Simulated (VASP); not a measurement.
Set up this calculation in VASP 6.6.1, as the native input.

```yaml
Task: single point
Functional: LDA
Potentials_or_basis: VASP PAW LDA potentials, release 64 (Rb_sv, Nb_sv, F)
Cutoff: 520 eV
k_mesh: 4 × 4 × 4
Occupations: gaussian, width 0.05 eV
Spin: collinear spin, typed start
Starting_moments: "[0.0, 0.0, 1.0, 0.0, 0.0, 0.0, 0.0, 0.0, 0.0] μB"
Dipole_correction: no
Further_INCAR_settings: ALGO = Fast; EDIFF = 1e-06; NBANDS = 50
```

The structure of Rb2NbF6 lies in POSCAR:

```
Rb2NbF6
1.0
    6.0708988700      0.0000000000      0.0000000000
   -3.0354494400      5.2575526500      0.0000000000
    0.0000000000      0.0000000000      4.8006003500
Rb Nb F
2 1 6
Direct
    0.3333333333      0.6666666667      0.6690000000
    0.6666666667      0.3333333333      0.3310000000
    0.0000000000      0.0000000000      0.0000000000
    0.1560000000      0.8440000000      0.2020000000
    0.1560000000      0.3120000000      0.2020000000
    0.6880000000      0.8440000000      0.2020000000
    0.8440000000      0.1560000000      0.7980000000
    0.3120000000      0.1560000000      0.7980000000
    0.8440000000      0.6880000000      0.7980000000
```

The input as run:

INCAR

```
SYSTEM = Rb2NbF6
  PREC = Accurate
  ENCUT = 520
  EDIFF = 1E-6
  ISMEAR = 0
  SIGMA = 0.05
  LREAL = .False.
  LASPH = .True.
  NELM = 150
  ALGO = Fast
  ISIF = 2
  LWAVE = .False.
  LCHARG = .True.
  ISPIN = 2
  MAGMOM = 0 0 1 0 0 0 0 0 0
  LORBIT = 11
  LMAXMIX = 4
  GGA = CA
  LELF = .True.
  LVHAR = .True.
  NBANDS = 50
```

KPOINTS

```
Automatic mesh
0
Gamma
  4 4 4
  0 0 0
```

Potentials or basis: VASP PAW LDA potentials, release 64 (Rb_sv, Nb_sv, F).

The run is started by

```console
$ cat potpaw_LDA.64/Rb_sv/POTCAR potpaw_LDA.64/Nb_sv/POTCAR potpaw_LDA.64/F/POTCAR > POTCAR
$ mpirun -np 1 vasp_std > vasp.out
```

Results of the run:

* Pressure: 4.0 GPa
* Largest force: 1.927 eV/Å
* Band gap on the k mesh: none (metal or under the smearing width)
* Net moment: 1.00 μB per cell
* Site moments: Rb +0.00; Nb +0.72; F +0.02 μB
* Valence electrons inside the program's atomic spheres: Rb 7.29; Nb 10.62; F 6.09

Caveat: forces of over 1 eV/Å show positions far from the minimum, so gaps and moduli don't describe the material at rest.

Wall time 7.1 min on 1 thread of AMD EPYC 9R45 96-Core Processor (Zen 5), with other jobs on the host, peak memory 0.3 GiB.
